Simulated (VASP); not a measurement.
All values below come from revTPSS meta-GGA, VASP's PBE PAW potentials (set 64) (plane waves; VASP).

VASP ran on this input.

### KPOINTS_OPT
```
k-points along high-symmetry lines
6
Line-mode
Reciprocal
  0.000000   0.000000   0.000000 ! GAMMA
  0.500000   0.000000   0.000000 ! M

  0.500000   0.000000   0.000000 ! M
  0.333333   0.333333   0.000000 ! K

  0.333333   0.333333   0.000000 ! K
  0.000000   0.000000   0.000000 ! GAMMA

  0.000000   0.000000   0.000000 ! GAMMA
  0.000000   0.000000   0.500000 ! A

  0.000000   0.000000   0.500000 ! A
  0.500000   0.000000   0.500000 ! L

  0.500000   0.000000   0.500000 ! L
  0.333333   0.333333   0.500000 ! H

  0.333333   0.333333   0.500000 ! H
  0.000000   0.000000   0.500000 ! A

  0.500000   0.000000   0.500000 ! L
  0.500000   0.000000   0.000000 ! M

  0.333333   0.333333   0.500000 ! H
  0.333333   0.333333   0.000000 ! K
```

File KPOINTS:
```
Automatic
0
gamma
 7 7 5
0 0 0
```

### INCAR
```
SYSTEM  =  Se
PREC  =  Accurate; ENCUT  =  520; LREAL  =  .FALSE.
LASPH  =  .TRUE.
EDIFF  =  1E-7; NELM  =  100; ALGO  =  Normal
LMAXMIX  =  4; LMIXTAU  =  .TRUE.
ISMEAR  =  -5
METAGGA  =  RTPSS
ISIF  =  2
LWAVE  =  .FALSE.; LCHARG  =  .FALSE.; LORBIT  =  11
NEDOS  =  601
LEFG  =  .TRUE.
```

**POSCAR**
```
Se
1
    2.1731022707    -3.7639235289     0.0000000000
    2.1731022707     3.7639235289     0.0000000000
    0.0000000000     0.0000000000     5.0453047390
Se
3
Direct
  0.0000000000   0.2278154047   0.6666670000
  0.7721845953   0.7721845953   0.0000000000
  0.2278154047   0.0000000000   0.3333330000
```

POTCAR, in this order: Se (PBE.64 set). Program: vasp_std.

What VASP printed:

File OSZICAR:
```
       N       E                     dE             d eps       ncg     rms          rms(c)
DAV:   1     0.108729459379E+03    0.10873E+03   -0.74081E+03   832   0.117E+03
DAV:   2     0.168188514346E+02   -0.91911E+02   -0.88157E+02  1117   0.193E+02
DAV:   3     0.106152936811E+02   -0.62036E+01   -0.61657E+01  1067   0.566E+01
DAV:   4     0.105598670598E+02   -0.55427E-01   -0.55384E-01   927   0.621E+00
DAV:   5     0.105594262547E+02   -0.44081E-03   -0.44078E-03  1067   0.545E-01    0.742E+00
DAV:   6     0.123275300598E+02    0.17681E+01   -0.74320E+00   832   0.314E+01    0.386E+00
DAV:   7     0.121802042549E+02   -0.14733E+00   -0.67375E-01   847   0.939E+00    0.158E+00
DAV:   8     0.135615815167E+02    0.13814E+01   -0.15244E+00   832   0.155E+01    0.129E+00
DAV:   9     0.120721990677E+02   -0.14894E+01   -0.10405E+00   832   0.123E+01    0.213E-01
DAV:  10     0.120632608268E+02   -0.89382E-02   -0.26229E-02   962   0.151E+00    0.119E-01
DAV:  11     0.120585740239E+02   -0.46868E-02   -0.27370E-03   937   0.566E-01    0.813E-02
DAV:  12     0.120593591605E+02    0.78514E-03   -0.29481E-03   852   0.455E-01    0.115E-01
DAV:  13     0.120582623222E+02   -0.10968E-02   -0.80039E-04   842   0.273E-01    0.349E-02
DAV:  14     0.120581987148E+02   -0.63607E-04   -0.21812E-05  1067   0.441E-02    0.237E-02
DAV:  15     0.120581857488E+02   -0.12966E-04   -0.45677E-05   857   0.589E-02    0.943E-03
DAV:  16     0.120581662841E+02   -0.19465E-04   -0.13924E-05   912   0.413E-02    0.714E-03
DAV:  17     0.120581625827E+02   -0.37014E-05   -0.13061E-06   917   0.111E-02    0.498E-03
DAV:  18     0.120581632910E+02    0.70830E-06   -0.19813E-06   862   0.117E-02    0.344E-03
DAV:  19     0.120581629027E+02   -0.38835E-06   -0.32843E-07  1022   0.470E-03    0.193E-03
DAV:  20     0.120581629547E+02    0.52017E-07   -0.28554E-08   466   0.183E-03
   1 F= 0.12058163E+02 E0= 0.12058163E+02  d E =0.000000E+00
       N       E                     dE             ncg
       N       E                     dE             ncg
```

### OUTCAR
```
------------------------ aborting loop because EDIFF is reached ----------------------------------------
  FORCE on cell =-STRESS in cart. coord.  units (eV):
  Direction    XX          YY          ZZ          XY          YZ          ZX
  --------------------------------------------------------------------------------------
  Total       -0.0471294     -0.0471294     -0.0712203      0.0000000      0.0000000      0.0000000
  in kB       -0.9148801     -0.9148801     -1.3825347      0.0000000      0.0000000      0.0000000
  external PRESSURE =      -1.0707649 kB  Pullay stress =       0.0000000 kB
  volume of cell :       82.54
      direct lattice vectors                 reciprocal lattice vectors
     2.173102271 -3.763923529  0.000000000     0.230085812 -0.132840106  0.000000000
     2.173102271  3.763923529  0.000000000     0.230085812  0.132840106  0.000000000
     0.000000000  0.000000000  5.045304739     0.000000000  0.000000000  0.198204083
 POSITION                                       TOTAL-FORCE (eV/Angst)
 -----------------------------------------------------------------------------------
      0.49507      0.85748      3.36354        -0.005776     -0.010004      0.000000
      3.35607      0.00000      0.00000         0.011552     -0.000000      0.000000
      0.49507     -0.85748      1.68177        -0.005776      0.010004     -0.000000
 -----------------------------------------------------------------------------------
    total drift:                               -0.000212     -0.000439      0.000008
  FREE ENERGIE OF THE ION-ELECTRON SYSTEM (eV)
  ---------------------------------------------------
  free  energy   TOTEN  =        12.0581629547 eV

  energy  without entropy=       12.0581629547  energy(sigma->0) =       12.05816295

 total charge

# of ion       s       p       d       tot
------------------------------------------
    1        1.505   2.169   0.053   3.728
    2        1.505   2.169   0.053   3.728
    3        1.505   2.169   0.053   3.728
--------------------------------------------------
tot          4.516   6.508   0.159  11.183

 Electric field gradients after diagonalization (V/A^2)
 (convention: |V_zz| > |V_xx| > |V_yy|)
----------------------------------------------------------------------
 ion       V_xx      V_yy      V_zz     asymmetry (V_yy - V_xx)/ V_zz
----------------------------------------------------------------------
   1     347.605   173.208  -520.813       0.335
   2     347.605   173.208  -520.812       0.335
   3     347.605   173.208  -520.813       0.335
```
(Selected blocks of OUTCAR.)

Without a dispersion term in the relaxation, distances and binding between the weakly bound layers, chains or molecules are unreliable, and so is what depends on them.

The compound is Se in the trig structure. It was relaxed first.
